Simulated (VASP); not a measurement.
Method: PBEsol GGA, VASP's PBE PAW potentials (set 64) (plane waves; VASP).

Input for VASP

### POSCAR
```
GaAs
1
    0.0000000000     2.8324233887     2.8324233887
    2.8324233887     0.0000000000     2.8324233887
    2.8324233887     2.8324233887    -0.0000000000
Ga As
1 1
Direct
  1.0000000000   1.0000000000   1.0000000000
  0.2500000000   0.2500000000   0.2500000000
```

INCAR:
```
ALGO  =  Normal
EDIFF  =  1E-6
EDIFFG  =  -0.02
ENCUT  =  500
GGA  =  PS
IBRION  =  2
ISIF  =  3
ISMEAR  =  0
LASPH  =  .True.
LCHARG  =  .False.
LMAXMIX  =  4
LREAL  =  .False.
LWAVE  =  .False.
NELM  =  100
NSW  =  40
PREC  =  Accurate
SIGMA  =  0.05
SYSTEM  =  GaAs
```

**KPOINTS**
```
Automatic mesh
0
Gamma
8 8 8
0 0 0
```

POTCAR, in this order: Ga_d As (PBE.64 set). Program: vasp_std.

The resulting files:

### OSZICAR
```
       N       E                     dE             d eps       ncg     rms          rms(c)
DAV:   1     0.793790343036E+02    0.79379E+02   -0.89951E+03   762   0.189E+03
DAV:   2    -0.257940056842E+01   -0.81958E+02   -0.79211E+02   799   0.321E+02
DAV:   3    -0.917585973344E+01   -0.65965E+01   -0.65651E+01   969   0.774E+01
DAV:   4    -0.928388591321E+01   -0.10803E+00   -0.10799E+00   812   0.109E+01
DAV:   5    -0.928607018902E+01   -0.21843E-02   -0.21839E-02   924   0.140E+00    0.293E+00
DAV:   6    -0.912101354574E+01    0.16506E+00   -0.27510E-01  1176   0.112E+01    0.173E+00
DAV:   7    -0.908907162746E+01    0.31942E-01   -0.69603E-02  1086   0.247E+00    0.534E-01
DAV:   8    -0.908720910687E+01    0.18625E-02   -0.97066E-03   894   0.139E+00    0.992E-02
DAV:   9    -0.908737918939E+01   -0.17008E-03   -0.78938E-04   928   0.399E-01    0.452E-02
DAV:  10    -0.908740717207E+01   -0.27983E-04   -0.56134E-05  1053   0.827E-02    0.242E-02
DAV:  11    -0.908742829678E+01   -0.21125E-04   -0.26971E-05   859   0.590E-02    0.226E-03
DAV:  12    -0.908742832802E+01   -0.31237E-07   -0.80472E-07   617   0.159E-02
   1 F= -.90874283E+01 E0= -.90874283E+01  d E =-.908743E+01
```

**OUTCAR**
```
------------------------ aborting loop because EDIFF is reached ----------------------------------------
  FORCE on cell =-STRESS in cart. coord.  units (eV):
  Direction    XX          YY          ZZ          XY          YZ          ZX
  --------------------------------------------------------------------------------------
  Total       -0.0259107     -0.0259107     -0.0259107     -0.0000000      0.0000000      0.0000000
  in kB       -0.9134523     -0.9134523     -0.9134523     -0.0000000      0.0000000      0.0000000
  external PRESSURE =      -0.9134523 kB  Pullay stress =       0.0000000 kB
  volume of cell :       45.45
      direct lattice vectors                 reciprocal lattice vectors
     0.000000000  2.832423389  2.832423389    -0.176527281  0.176527281  0.176527281
     2.832423389  0.000000000  2.832423389     0.176527281 -0.176527281  0.176527281
     2.832423389  2.832423389  0.000000000     0.176527281  0.176527281 -0.176527281
  FREE ENERGIE OF THE ION-ELECTRON SYSTEM (eV)
  ---------------------------------------------------
  free  energy   TOTEN  =        -9.0874283280 eV

  energy  without entropy=       -9.0874283280  energy(sigma->0) =       -9.08742833

 reached required accuracy - stopping structural energy minimisation
```
(Selected blocks of OUTCAR.)

The structure was generated: GaAs was put into the zinc blende type (F-43m), which need not be its known phase. It was relaxed first, which changed the volume by +5 %.
